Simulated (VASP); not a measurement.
Method: PBE GGA with D3 dispersion (zero damping), VASP's PBE PAW potentials (set 64) (plane waves; VASP).

A VASP calculation is set up with these files.

### INCAR
```
ALGO = Normal
EDIFF = 1E-6
EDIFFG = -0.01
ENCUT = 520
GGA = PE
IBRION = 2
ISIF = 3
ISMEAR = 0
IVDW = 11
LASPH = .TRUE.
LCHARG = .FALSE.
LMAXMIX = 4
LREAL = .FALSE.
LWAVE = .FALSE.
NELM = 100
NSW = 60
PREC = Accurate
SIGMA = 0.05
SYSTEM = InP
```

### KPOINTS
```
Automatic mesh
0
Gamma
7 7 7
0 0 0
```

### POSCAR
```
InP
1.0
  0.0000000000   2.9350000000   2.9350000000
  2.9350000000   0.0000000000   2.9350000000
  2.9350000000   2.9350000000   0.0000000000
In P
1 1
Cartesian
  0.0000000000   0.0000000000   0.0000000000
  1.4675000000   1.4675000000   1.4675000000
```

POTCAR, in this order: In_d P (PBE.64 set). Program: vasp_std.

Output of the run:

**OSZICAR**
```
       N       E                     dE             d eps       ncg     rms          rms(c)
DAV:   1     0.115779069404E+03    0.11578E+03   -0.86327E+03   520   0.158E+03
DAV:   2    -0.556093721817E+00   -0.11634E+03   -0.11154E+03   540   0.328E+02
DAV:   3    -0.855638614609E+01   -0.80003E+01   -0.79393E+01   665   0.900E+01
DAV:   4    -0.879148790117E+01   -0.23510E+00   -0.23484E+00   635   0.170E+01
DAV:   5    -0.880400523926E+01   -0.12517E-01   -0.12517E-01   769   0.348E+00    0.563E+00
DAV:   6    -0.840937702317E+01    0.39463E+00   -0.75050E-01   758   0.158E+01    0.346E+00
DAV:   7    -0.838139394371E+01    0.27983E-01   -0.20316E-01   739   0.396E+00    0.125E+00
DAV:   8    -0.838160666170E+01   -0.21272E-03   -0.17257E-02   655   0.194E+00    0.371E-01
DAV:   9    -0.838232320182E+01   -0.71654E-03   -0.22642E-03   653   0.733E-01    0.194E-01
DAV:  10    -0.838237050379E+01   -0.47302E-04   -0.21445E-04   693   0.129E-01    0.136E-01
DAV:  11    -0.838242003256E+01   -0.49529E-04   -0.34688E-05   585   0.464E-02    0.473E-02
DAV:  12    -0.838243607053E+01   -0.16038E-04   -0.44611E-05   598   0.115E-01    0.215E-02
DAV:  13    -0.838243628887E+01   -0.21834E-06   -0.19794E-06   533   0.146E-02
   1 F= -.87771305E+01 E0= -.87771305E+01  d E =-.877713E+01
       N       E                     dE             d eps       ncg     rms          rms(c)
DAV:   1    -0.859917597473E+01   -0.21674E+00   -0.52388E+00   655   0.527E+01    0.286E+00
DAV:   2    -0.843322454640E+01    0.16595E+00   -0.33663E-01   670   0.143E+01    0.107E+00
DAV:   3    -0.840250040090E+01    0.30724E-01   -0.10056E-01   670   0.730E+00    0.586E-01
DAV:   4    -0.840250001521E+01    0.38570E-06   -0.42448E-03   540   0.719E-01    0.455E-01
DAV:   5    -0.840187688626E+01    0.62313E-03   -0.47603E-04   603   0.244E-01    0.197E-01
DAV:   6    -0.840178050377E+01    0.96382E-04   -0.21680E-04   761   0.156E-01    0.255E-02
DAV:   7    -0.840178074267E+01   -0.23891E-06   -0.21033E-05   645   0.577E-02    0.987E-03
DAV:   8    -0.840178256010E+01   -0.18174E-05   -0.25935E-06   577   0.265E-02    0.336E-03
DAV:   9    -0.840178241579E+01    0.14430E-06   -0.17513E-07   295   0.438E-03
   2 F= -.87816406E+01 E0= -.87816406E+01  d E =-.451009E-02
       N       E                     dE             d eps       ncg     rms          rms(c)
DAV:   1    -0.841993326314E+01   -0.18151E-01   -0.53976E-01   655   0.160E+01    0.993E-01
DAV:   2    -0.840147804856E+01    0.18455E-01   -0.39433E-02   655   0.518E+00    0.342E-01
DAV:   3    -0.839841377156E+01    0.30643E-02   -0.94353E-03   665   0.227E+00    0.204E-01
DAV:   4    -0.839840715179E+01    0.66198E-05   -0.39367E-04   558   0.212E-01    0.151E-01
DAV:   5    -0.839837216021E+01    0.34992E-04   -0.52391E-05   689   0.785E-02    0.521E-02
DAV:   6    -0.839837956303E+01   -0.74028E-05   -0.20081E-05   775   0.570E-02    0.148E-02
DAV:   7    -0.839837635777E+01    0.32053E-05   -0.23924E-06   536   0.200E-02    0.242E-03
DAV:   8    -0.839837604680E+01    0.31096E-06   -0.13919E-07   265   0.533E-03
   3 F= -.87829814E+01 E0= -.87829814E+01  d E =-.585092E-02
```

**OUTCAR**
```
------------------------ aborting loop because EDIFF is reached ----------------------------------------
 Edisp (eV)   -0.38461
  FORCE on cell =-STRESS in cart. coord.  units (eV):
  Direction    XX          YY          ZZ          XY          YZ          ZX
  --------------------------------------------------------------------------------------
  Total       0.00233     0.00233     0.00233    -0.00000     0.00000     0.00000
  in kB       0.07214     0.07214     0.07214    -0.00000     0.00000     0.00000
  external pressure =        0.07 kB  Pullay stress =        0.00 kB
  volume of cell :       51.79
      direct lattice vectors                 reciprocal lattice vectors
     0.000000000  2.958477486  2.958477486    -0.169005849  0.169005849  0.169005849
     2.958477486  0.000000000  2.958477486     0.169005849 -0.169005849  0.169005849
     2.958477486  2.958477486  0.000000000     0.169005849  0.169005849 -0.169005849
  FREE ENERGIE OF THE ION-ELECTRON SYSTEM (eV)
  ---------------------------------------------------
  free  energy   TOTEN  =        -8.7829813863 eV

  energy  without entropy=       -8.7829813863  energy(sigma->0) =       -8.78298139

 reached required accuracy - stopping structural energy minimisation
```
(Selected blocks of OUTCAR.)

File CONTCAR:
```
InP
   1.00000000000000
     0.0000000000000000    2.9584774857901803    2.9584774857901803
     2.9584774857901803    0.0000000000000000    2.9584774857901803
     2.9584774857901803    2.9584774857901803    0.0000000000000000
  In              P
     1     1
Direct
     0.0000000000000000    0.0000000000000000    0.0000000000000000
     0.2500000000000000    0.2500000000000000    0.2500000000000000
```

Energy and stress use the plane-wave basis of the starting cell.

The compound is InP in the zinc blende structure. This run relaxes it. Symmetry was kept, so distortions that lower it aren't found.
